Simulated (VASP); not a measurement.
An input for Quantum ESPRESSO's pw.x (written as the equivalent of a VASP run, and not itself run):

```
&CONTROL
  calculation = 'scf'
  pseudo_dir = './pseudo'
  outdir = './out'
  tprnfor = .true.
  tstress = .true.
/
&SYSTEM
  ibrav = 0
  nat = 2
  ntyp = 1
  ecutwfc = 58
  occupations = 'tetrahedra'
  input_dft = 'pbesol'
/
&ELECTRONS
  conv_thr = 7.3e-09
  electron_maxstep = 100
/
ATOMIC_SPECIES
  Ta 180.948 Ta.upf
CELL_PARAMETERS angstrom
    -2.6118423    2.6118423    1.3901633
     2.6118423   -2.6118423    1.3901633
     2.6118423    2.6118423   -1.3901633
ATOMIC_POSITIONS crystal
  Ta   0.7500000  0.2500000  0.5000000
  Ta   0.0000000  0.0000000  0.0000000
K_POINTS automatic
  17 17 17 0 0 0
```

Problem. Translate this input to VASP (INCAR, KPOINTS, POSCAR, choice of POTCAR).

Solution. One answer among several that fit: 
KPOINTS:
```
Regular mesh
0
gamma
17 17 17
```

POSCAR:
```
Ta
1
   -2.6118422991     2.6118422991     1.3901633146
    2.6118422991    -2.6118422991     1.3901633146
    2.6118422991     2.6118422991    -1.3901633146
Ta
2
Direct
  0.7500000000   0.2500000000   0.5000000000
  0.0000000000   0.0000000000   0.0000000000
```

### INCAR
```
# general
SYSTEM   =  Ta
PREC     =  Accurate
ENCUT    =  400
LREAL    =  .FALSE.
LASPH    =  .TRUE.   # aspherical one-centre terms

# electronic loop
EDIFF    =  1E-7
NELM     =  100   # most electronic steps
ALGO     =  Normal
LMAXMIX  =  6   # l cut-off of mixed one-centre charges

# smearing
ISMEAR   =  -5

# functional
GGA      =  PS   # PBEsol

# ions
ISIF     =  2

# output
LWAVE    =  .FALSE.
LCHARG   =  .TRUE.
LORBIT   =  11
NEDOS    =  601
```

POTCAR, in this order: Ta_pv (PBE.64 set). Program: vasp_std.

What does not carry over: the potentials are each code's own (VASP's PAW set, PseudoDojo norm-conserving files in pw.x), so ENCUT and ecutwfc are chosen apart and not converted; conv_thr bounds pw.x's estimated SCF error, while EDIFF bounds the energy change between steps.

The structure was generated: Ta was put into the beta-Sn type (I4_1/amd), which need not be its known phase. It was relaxed first.
